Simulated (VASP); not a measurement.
HfO2 (space group Fm-3m): computed properties

Level of theory: PBEsol GGA, VASP's PBE PAW potentials (set 64) (plane waves; VASP).

```
Property                                                                          Value
---------------------------------------------  ----------------------------------------
space group                                                                 Fm-3m (225)
cell                                           a = b = c = 5.0201 Å, α = β = γ = 90.00°
volume per atom                                                           10.54 Å³/atom
band gap (over mesh and band path)                                              3.75 eV
smallest direct gap (over mesh and band path)                                   3.75 eV
Hill bulk modulus                                                             2720 kbar
Hill shear modulus                                                              122 GPa
Poisson's ratio                                                                   0.305
band-edge character                                                      direct, X to X
density                                                                     11.05 g/cm³
mean ε∞ (DFPT)                                                                     5.31
mean ε∞ (independent particles)                                                    5.46
C11                                                                             596 GPa
C12                                                                             109 GPa
C44                                                                            73.5 GPa
```

```
HfO2
1.0
    0.00000     2.51007     2.51007
    2.51007     0.00000     2.51007
    2.51007     2.51007     0.00000
Hf O
1 2
Direct
  0.00000   0.00000   0.00000
  0.75000   0.75000   0.75000
  0.25000   0.25000   0.25000
```

Unless said otherwise, spin-orbit coupling is left out, though it shifts the bands of the heavy elements here.

The structure comes from a computed database's HfO2 entry (Fm-3m); how it stands against other phases isn't given here. It was relaxed first. Symmetry was kept, so distortions that lower it aren't found.
